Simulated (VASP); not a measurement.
# C (Fd-3m) in VASP: a series of runs, part 2 of 2

VASP 6.6.1. Earlier steps stand in the parts before.

### 3 G0W0 quasiparticle levels, PBE

Input file POSCAR:

```
C
1.0
    0.0000000000      1.7833700000      1.7833700000
    1.7833700000      0.0000000000      1.7833700000
    1.7833700000      1.7833700000      0.0000000000
C
2
Direct
    0.7500000000      0.7500000000      0.7500000000
    0.5000000000      0.5000000000      0.5000000000
```

Input file INCAR.step1:

```
ALGO = Normal
EDIFF = 1E-8
ENCUT = 450
GGA = PE
ISMEAR = 0
LASPH = True
LCHARG = False
LREAL = False
LWAVE = True
NELM = 60
PREC = Accurate
SIGMA = 0.01
```

Input file INCAR.step2:

```
ALGO = Exact
EDIFF = 1E-8
ENCUT = 450
GGA = PE
ISMEAR = 0
ISTART = 1
LASPH = True
LCHARG = False
LOPTICS = True
LREAL = False
LWAVE = True
NBANDS = 20
NELM = 1
PREC = Accurate
SIGMA = 0.01
```

Input file INCAR.step3:

```
ALGO = EVGW0
EDIFF = 1E-8
ENCUT = 450
ENCUTGW = 180
GGA = PE
ISMEAR = 0
ISTART = 1
LASPH = True
LCHARG = False
LREAL = False
LWAVE = False
NBANDS = 20
NBANDSGW = 12
NELMGW = 1
NOMEGA = 50
PREC = Accurate
PRECFOCK = Fast
SIGMA = 0.01
```

Input file KPOINTS:

```
k-points
0
Gamma
  6 6 6
```

Potentials or basis: VASP PAW PBE potentials, release 64 (C_GW).

The run is started by

```console
cat potpaw_PBE.64/C_GW/POTCAR > POTCAR
cp INCAR.step1 INCAR
mpirun -np 1 vasp_std > vasp.out
cp INCAR.step2 INCAR
mpirun -np 1 vasp_std > vasp.out
cp INCAR.step3 INCAR
mpirun -np 1 vasp_std > vasp.out
```

OUTCAR:

```text
EDIFF = 1E-8
   ENCUT = 450
   ENCUTGW = 180
   GGA = PE
   ISMEAR = 0
   ISTART = 1
   LASPH = True
   LREAL = False
   NELMGW = 1
   PREC = Accurate
   PRECFOCK = Fast

 ion  position               nearest neighbor table
   1  0.750  0.750  0.750-   2 1.54   2 1.54   2 1.54   2 1.54
   2  0.500  0.500  0.500-   1 1.54   1 1.54   1 1.54   1 1.54

  LATTYP: Found a face centered cubic cell.
 ALAT       =     3.5667400000

  Lattice vectors:

 A1 = (   0.0000000000,   1.7833700000,   1.7833700000)
 A2 = (   1.7833700000,   0.0000000000,   1.7833700000)
 A3 = (   1.7833700000,   1.7833700000,   0.0000000000)

Analysis of symmetry for initial positions (statically):
=====================================================================
 Subroutine PRICEL returns:
 Original cell was already a primitive cell.

 Routine SETGRP: Setting up the symmetry group for a
 face centered cubic supercell.

 Subroutine GETGRP returns: Found 48 space group operations
 (whereof 24 operations were pure point group operations)
 out of a pool of 48 trial point group operations.

The static configuration has the point symmetry T_d .
 The point group associated with its full space group is O_h .

Analysis of symmetry for dynamics (positions and initial velocities):
=====================================================================
 Subroutine PRICEL returns:
 Original cell was already a primitive cell.

 Routine SETGRP: Setting up the symmetry group for a
 face centered cubic supercell.

 Subroutine GETGRP returns: Found 48 space group operations
 (whereof 24 operations were pure point group operations)
 out of a pool of 48 trial point group operations.

The dynamic configuration has the point symmetry T_d .
 The point group associated with its full space group is O_h .

 Subroutine INISYM returns: Found 48 space group operations
 (whereof 24 operations are pure point group operations),
 and found     1 'primitive' translations

----------------------------------------------------------------------------------------

                                     Primitive cell

  volume of cell :      11.3437

  direct lattice vectors                    reciprocal lattice vectors
     0.000000000  1.783370000  1.783370000    -0.280368067  0.280368067  0.280368067
     1.783370000  0.000000000  1.783370000     0.280368067 -0.280368067  0.280368067
     1.783370000  1.783370000  0.000000000     0.280368067  0.280368067 -0.280368067

  length of vectors
     2.522066041  2.522066041  2.522066041     0.485611737  0.485611737  0.485611737

  position of ions in fractional coordinates (direct lattice)
     0.750000000  0.750000000  0.750000000
     0.500000000  0.500000000  0.500000000

  ion indices of the primitive-cell ions
   primitive index   ion index
                 1           1
                 2           2
[... 21 lines left out ...]

 Subroutine IBZKPT returns following result:
 ===========================================

 Found     16 irreducible k-points:

 Following reciprocal coordinates:
            Coordinates               Weight
  0.000000  0.000000  0.000000      1.000000
  0.166667  0.000000  0.000000      8.000000
  0.333333  0.000000  0.000000      8.000000
  0.500000  0.000000  0.000000      4.000000
  0.166667  0.166667  0.000000      6.000000
  0.333333  0.166667  0.000000     24.000000
[... 8 lines left out ...]
 -0.333333  0.333333  0.166667     24.000000
 -0.333333  0.500000  0.166667     12.000000
   k-points           NKPTS =     16   k-points in BZ     NKDIM =    216   number of bands    NBANDS=     20
   number of dos      NEDOS =    301   number of ions     NIONS =      2
   total plane-waves  NPLWV =   5832
   dimension x,y,z NGX =    18 NGY =   18 NGZ =   18
   dimension x,y,z NGXF=    36 NGYF=   36 NGZF=   36
   ions per type =               2
   NGX,Y,Z   is equivalent  to a cutoff of  11.86, 11.86, 11.86 a.u.
   NGXF,Y,Z  is equivalent  to a cutoff of  23.73, 23.73, 23.73 a.u.
 SYSTEM =  unknown system
   PREC   = accura    normal or accurate (medium, high low for compatibility)
   ISTART =      1    job   : 0-new  1-cont  2-samecut
   ICHARG =      0    charge: 1-file 2-atom 10-const
   ISPIN  =      1    spin polarized calculation?
   LNONCOLLINEAR =      F non collinear calculations
   LSORBIT =      F    spin-orbit coupling
   LASPH  =      T    aspherical Exc in radial PAW
   ENCUT  =  450.0 eV  33.07 Ry    5.75 a.u.   4.36  4.36  4.36*2*pi/ulx,y,z
   NELM   =     60;   NELMIN=  2; NELMDL=  0     # of ELM steps
   EDIFF  = 0.1E-07   stopping-criterion for ELM
   LREAL  =      F    real-space projection
   EDIFFG = 0.1E-06   stopping-criterion for IOM
   NSW    =      0    number of steps for IOM
   IBRION =     -1    ionic relax: 0-MD 1-quasi-New 2-CG
   NFREE  =      0    steps in history (QN), initial steepest desc. (CG)
   ISIF   =      0    stress and relaxation
   ISYM   =      3    0-nonsym 1-usesym 2-fastsym
   POTIM  = 0.5000    time-step for ionic-motion
   TEBEG  =    0.0;   TEEND  =   0.0 temperature during run
   PSTRESS=    0.0 pullay stress
   NELECT =       8.0000    total number of electrons
   NUPDOWN=      -1.0000    fix difference up-down
   EMIN   =  10.00;   EMAX   =-10.00  energy-range for DOS
   EFERMI =   0.00;   METHOD = LEGACY
   ISMEAR =     0;   SIGMA  =   0.01  broadening in eV -4-tet -1-fermi 0-gaus
   EFERMI_NEDOS =   21; number of points for ismear=-14 and -15
   IALGO  =     38    algorithm
   IMIX   =      4    mixing-type and parameters
     AMIX     =   0.40;   BMIX     =  1.00
     AMIX_MAG =   1.60;   BMIX_MAG =  1.00
  volume/ion in A,a.u.               =       5.67        38.28
  Fermi-wavevector in a.u.,A,eV,Ry     =   1.457203  2.753714 28.891161  2.123440
  Thomas-Fermi vector in A             =   2.574032
   LORBIT       =      0    0 simple, 1 ext, 2 COOP (PROOUT), +10 PAW based schemes
   GGA     = PE    functional components
   LHFCALC =     T    Hartree Fock is set to
   PRECFOCK=fast      Normal, Fast or Accurate (Low or Medium for compatibility)
   ENCUT4O =  -1.0   cutoff for four orbital integrals eV
   NKREDX  =     1    reduce k-point grid by
   NKREDY  =     1    reduce k-point grid by
   NKREDZ  =     1    reduce k-point grid by
   AEXX    =    1.0000 exact exchange contribution
   HFSCREEN=    0.0000 screening length (either q_TF or 0.3 A-1)
   HFSCREENC=   0.0000 screening length for correlation (either q_TF or 0.3 A-1)
   ENCUTFOCK=  -1.0 apply spherical cutoff to Coloumb kernel
   IVDW    =     0    specifies the selected vdW correction
   LEPSILON=     F    determine dielectric tensor
   LRPA    =     F    only Hartree local field effects (RPA)
   LRPAFORCE           =     F    calculate RPA forces
   ENCUTGW             = 180.0    cutoff for response function in eV
   ENCUTGWSOFT         = 144.0    soft cutoff for Coulomb kernel in GW response function in eV
   ENCUTLF             =  -1.0    cutoff for local field effects
   NELMGW              =     1    number of iterations in solving QP/BSE equation
   NELMHF              =     1    number of iterations in the inner HF iteration
   NKREDLFX            =     1    NKREDLFY  =   1   NKREDLFZ  =   1
 non-spin polarized calculation
 Gauss-broadening in eV      SIGMA  =   0.01
  energy-cutoff  :      450.00
  volume of cell :       11.34
 maximum number of plane-waves:       259
 NGX is ok and might be reduce to    18
  NGX = 12; NGY = 12; NGZ = 12
   NGX =  9   NGY =  9   NGZ =  9
 maximum number of plane-waves:        70

 QP shifts <psi_nk| G(iteration)W_0 |psi_nk>: iteration 1
 for sc-GW calculations column KS-energies equals QP-energies in previous step
 and V_xc(KS)=  KS-energies - (<T + V_ion + V_H > + <T+V_H+V_ion>^1  + <V_x>^1)

 k-point   1 :       0.0000    0.0000    0.0000
  band No.  KS-energies  QP-energies   sigma(KS)   V_xc(KS)     V^pw_x(r,r')   Z            occupation Imag(sigma)

      1     -11.7098     -13.0437     -16.5349     -14.7752     -25.4230       0.7580       2.0000       1.5522
      2       9.7648       9.6777     -16.9011     -16.7960     -19.1902       0.8287       2.0000       0.0783
      3       9.7648       9.6777     -16.9011     -16.7960     -19.1902       0.8287       2.0000       0.0783
      4       9.7648       9.6777     -16.9011     -16.7960     -19.1902       0.8287       2.0000       0.0783
      5      15.3571      17.0681     -13.4472     -15.5201      -9.3155       0.8254       0.0000      -0.1030
      6      15.3571      17.0681     -13.4472     -15.5201      -9.3155       0.8254       0.0000      -0.1030
      7      15.3571      17.0681     -13.4472     -15.5201      -9.3155       0.8254       0.0000      -0.1030
      8      23.0843      24.6962     -14.2968     -16.3838      -7.7910       0.7724       0.0000      -0.2582
      9      29.0602      29.9456     -10.7710     -11.8646      -4.3328       0.8097       0.0000      -0.4109
     10      36.3018      38.2859     -11.5143     -13.8796      -5.9010       0.8388       0.0000      -0.6039
     11      36.3018      38.2859     -11.5143     -13.8796      -5.9010       0.8388       0.0000      -0.6039
     12      37.3052      38.7273      -9.8196     -11.5093      -3.2624       0.8416       0.0000      -1.1150
[... 228 lines left out ...]
      1      -2.4552      -3.4515     -17.0992     -15.7849     -23.3700       0.7581       2.0000       0.4329
      2      -2.4552      -3.4515     -17.0992     -15.7849     -23.3700       0.7581       2.0000       0.4329
      3       1.9591       1.2388     -16.0156     -15.1083     -20.2508       0.7940       2.0000       0.1835
      4       1.9591       1.2388     -16.0156     -15.1083     -20.2508       0.7940       2.0000       0.1835
      5      17.9870      19.4194     -12.5027     -14.2402      -7.6243       0.8244       0.0000      -0.1343
      6      17.9870      19.4194     -12.5027     -14.2402      -7.6243       0.8244       0.0000      -0.1343
      7      24.2758      26.3186     -13.6038     -16.2365      -6.9610       0.7759       0.0000      -0.3001
      8      24.2758      26.3186     -13.6038     -16.2365      -6.9610       0.7759       0.0000      -0.3001
      9      31.4614      33.3911     -12.8046     -15.2592      -5.4866       0.7861       0.0000      -0.6446
     10      31.4614      33.3911     -12.8046     -15.2592      -5.4866       0.7861       0.0000      -0.6446
     11      40.4490      42.2750     -11.1466     -13.3861      -4.2495       0.8153       0.0000      -1.0891
     12      40.4490      42.2750     -11.1466     -13.3861      -4.2495       0.8153       0.0000      -1.0891
```

It took 20 s on 1 thread of Intel Xeon Platinum 8488C (Sapphire Rapids), shared host; peak memory 0.15 GiB.

What came out:

| Item | Value |
| --- | --- |
| Band gap on the k mesh, mean-field level | 4.15 eV, indirect (least direct gap 5.59 eV) |
| Quasiparticle gap | 5.47 eV |
| Least direct quasiparticle gap | 7.39 eV |

Caveat: the k mesh is coarse (spacing up to 0.51 Å⁻¹), so the values aren't converged; bands, screening cutoff and mesh are small and nothing is extrapolated, so the quasiparticle values aren't converged.

### 4 G0W0 quasiparticle levels, LDA

POSCAR is that of step 3.

INCAR.step1: that of step 3 with these lines changed.

```diff
@@ -3,3 +3,2 @@
 ENCUT = 450
-GGA = PE
 ISMEAR = 0
```

INCAR.step2: that of step 3 with these lines changed.

```diff
@@ -3,3 +3,2 @@
 ENCUT = 450
-GGA = PE
 ISMEAR = 0
@@ -11,3 +10,3 @@
 LWAVE = True
-NBANDS = 20
+NBANDS = 37
 NELM = 1
```

INCAR.step3: that of step 3 with these lines changed.

```diff
@@ -3,4 +3,3 @@
 ENCUT = 450
-ENCUTGW = 180
-GGA = PE
+ENCUTGW = 120
 ISMEAR = 0
@@ -11,3 +10,3 @@
 LWAVE = False
-NBANDS = 20
+NBANDS = 37
 NBANDSGW = 12
```

KPOINTS is that of step 3.

Potentials or basis: VASP PAW LDA potentials, release 64 (C_GW).

The run is started by

```console
cat potpaw_LDA.64/C_GW/POTCAR > POTCAR
cp INCAR.step1 INCAR
mpirun -np 1 vasp_std > vasp.out
cp INCAR.step2 INCAR
mpirun -np 1 vasp_std > vasp.out
cp INCAR.step3 INCAR
mpirun -np 1 vasp_std > vasp.out
```

OUTCAR:

```text
EDIFF = 1E-8
   ENCUT = 450
   ENCUTGW = 120
   ISMEAR = 0
   ISTART = 1
   LASPH = True
   LREAL = False
   NELMGW = 1
   PREC = Accurate
   PRECFOCK = Fast

 ion  position               nearest neighbor table
   1  0.750  0.750  0.750-   2 1.54   2 1.54   2 1.54   2 1.54
   2  0.500  0.500  0.500-   1 1.54   1 1.54   1 1.54   1 1.54

  LATTYP: Found a face centered cubic cell.
 ALAT       =     3.5667400000

  Lattice vectors:

 A1 = (   0.0000000000,   1.7833700000,   1.7833700000)
 A2 = (   1.7833700000,   0.0000000000,   1.7833700000)
 A3 = (   1.7833700000,   1.7833700000,   0.0000000000)

Analysis of symmetry for initial positions (statically):
=====================================================================
 Subroutine PRICEL returns:
 Original cell was already a primitive cell.

[... 158 lines left out ...]
   NELMHF              =     1    number of iterations in the inner HF iteration
   NKREDLFX            =     1    NKREDLFY  =   1   NKREDLFZ  =   1
 non-spin polarized calculation
 Gauss-broadening in eV      SIGMA  =   0.01
  energy-cutoff  :      450.00
  volume of cell :       11.34
 maximum number of plane-waves:       259
 NGX is ok and might be reduce to    18
  NGX = 12; NGY = 12; NGZ = 12
   NGX =  9   NGY =  9   NGZ =  9
 maximum number of plane-waves:        40
 NGX is ok and might be reduce to    10

 QP shifts <psi_nk| G(iteration)W_0 |psi_nk>: iteration 1
 for sc-GW calculations column KS-energies equals QP-energies in previous step
 and V_xc(KS)=  KS-energies - (<T + V_ion + V_H > + <T+V_H+V_ion>^1  + <V_x>^1)

 k-point   1 :       0.0000    0.0000    0.0000
  band No.  KS-energies  QP-energies   sigma(KS)   V_xc(KS)     V^pw_x(r,r')   Z            occupation Imag(sigma)

      1     -11.5523     -12.9718     -16.6533     -14.7762     -25.3260       0.7562       2.0000       1.4578
      2       9.7621       9.6368     -17.1398     -16.9881     -19.1496       0.8261       2.0000       0.0712
      3       9.7621       9.6368     -17.1398     -16.9881     -19.1496       0.8261       2.0000       0.0712
      4       9.7621       9.6368     -17.1398     -16.9881     -19.1496       0.8261       2.0000       0.0712
      5      15.3079      16.8339     -13.9294     -15.7844      -9.3215       0.8226       0.0000      -0.1038
      6      15.3079      16.8339     -13.9294     -15.7844      -9.3215       0.8226       0.0000      -0.1038
      7      15.3079      16.8339     -13.9294     -15.7844      -9.3215       0.8226       0.0000      -0.1038
      8      23.3165      24.5547     -14.6621     -16.2626      -7.6793       0.7737       0.0000      -0.2533
      9      28.7677      29.6543     -11.3376     -12.4388      -4.3925       0.8051       0.0000      -0.4050
     10      36.3912      37.7782     -12.2743     -13.9472      -5.8793       0.8292       0.0000      -0.5897
     11      36.3912      37.7782     -12.2743     -13.9472      -5.8793       0.8292       0.0000      -0.5897
     12      37.0543      38.1301     -10.6965     -11.9863      -3.2770       0.8341       0.0000      -1.0683
[... 228 lines left out ...]
      1      -2.2762      -3.3876     -17.2377     -15.7714     -23.2676       0.7580       2.0000       0.4006
      2      -2.2762      -3.3876     -17.2377     -15.7714     -23.2676       0.7580       2.0000       0.4006
      3       1.9379       1.2228     -16.2308     -15.3279     -20.2335       0.7920       2.0000       0.1732
      4       1.9379       1.2228     -16.2308     -15.3279     -20.2335       0.7920       2.0000       0.1732
      5      17.9005      19.1832     -12.9432     -14.5029      -7.6184       0.8224       0.0000      -0.1323
      6      17.9005      19.1832     -12.9432     -14.5029      -7.6184       0.8224       0.0000      -0.1323
      7      24.1764      26.0332     -14.1586     -16.5583      -6.9700       0.7738       0.0000      -0.2860
      8      24.1764      26.0332     -14.1586     -16.5583      -6.9700       0.7738       0.0000      -0.2860
      9      31.1737      32.9957     -13.4416     -15.7725      -5.4993       0.7817       0.0000      -0.6034
     10      31.1737      32.9957     -13.4416     -15.7725      -5.4993       0.7817       0.0000      -0.6034
     11      40.2328      41.7057     -11.9434     -13.7656      -4.2279       0.8083       0.0000      -1.0596
     12      40.2328      41.7057     -11.9434     -13.7656      -4.2279       0.8083       0.0000      -1.0596
```

OUTCAR.step1:

```text
EDIFF = 1E-8
   ENCUT = 450
   ISMEAR = 0
   LASPH = True
   LREAL = False
[... 389 lines left out ...]
      2.67505      2.67505      2.67505        -0.000000     -0.000000     -0.000000
      1.78337      1.78337      1.78337         0.000000      0.000000      0.000000
 -----------------------------------------------------------------------------------
    total drift:                                0.000000     -0.000000      0.000000

  FREE ENERGIE OF THE ION-ELECTRON SYSTEM (eV)
  ---------------------------------------------------
  free  energy   TOTEN  =       -20.2275191008 eV

  energy  without entropy=      -20.2275191008  energy(sigma->0) =      -20.22751910
```

OUTCAR.step2:

```text
EDIFF = 1E-8
   ENCUT = 450
   ISMEAR = 0
   ISTART = 1
[... 851 lines left out ...]
  --------------------------------------------------------------------------------------------------------------
     0.00000     6.30395     6.30395     6.30395     0.00000     0.00000    -0.00000
     1.51916     6.43061     6.43061     6.43061     0.00000     0.00000    -0.00000
     3.03833     6.88083     6.88083     6.88083     0.00000     0.00000    -0.00000
     4.55749     8.11064     8.11064     8.11064     0.00000     0.00000    -0.00000
     6.07666     7.38975     7.38975     7.38975     0.00000     0.00000    -0.00000
     7.59582     8.88679     8.88679     8.88679     0.00000     0.00000     0.00000
[... 92 lines left out ...]
   148.87808     0.95491     0.95491     0.95491    -0.00000     0.00000    -0.00000
   150.39724     0.95588     0.95588     0.95588    -0.00000     0.00000    -0.00000
```

Wall time 26 s (1 thread of Intel Xeon Platinum 8488C (Sapphire Rapids), shared host); peak memory 0.17 GiB.

Results:

* Band gap on the k mesh, mean-field level: 4.12 eV, indirect (least direct gap 5.55 eV)
* Quasiparticle gap: 5.31 eV
* Least direct quasiparticle gap: 7.20 eV

Caveat: the k mesh is coarse (spacing up to 0.51 Å⁻¹), so the values aren't converged; bands, screening cutoff and mesh are small and nothing is extrapolated, so the quasiparticle values aren't converged. A k mesh can miss the band edges.
